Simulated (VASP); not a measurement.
```xyz
1
Lattice="0.0000 1.8706 1.8706 1.8706 0.0000 1.8706 1.8706 1.8706 0.0000" Properties=species:S:1:pos:R:3 pbc="T T T"
Rh     0.0000     0.0000     0.0000
```

Calculation: PBEsol GGA, VASP's PBE PAW potentials (set 64) (plane waves; VASP). Run with 520 eV cut-off, 16×16×16 Γ-centred mesh, first-order Methfessel-Paxton smearing of 0.10 eV, potentials Rh_pv.

### Question
Give the stress tensor in GPa (positive for a compressed cell).

### Answer

```
9.82  0.00  0.00
0.00  9.82  0.00
0.00  0.00  9.82
```
The pressure is its mean diagonal, 9.82 GPa.

The compound is Rh in the fcc structure. This cell is one point of a volume scan, at 0.97 of the reference volume.
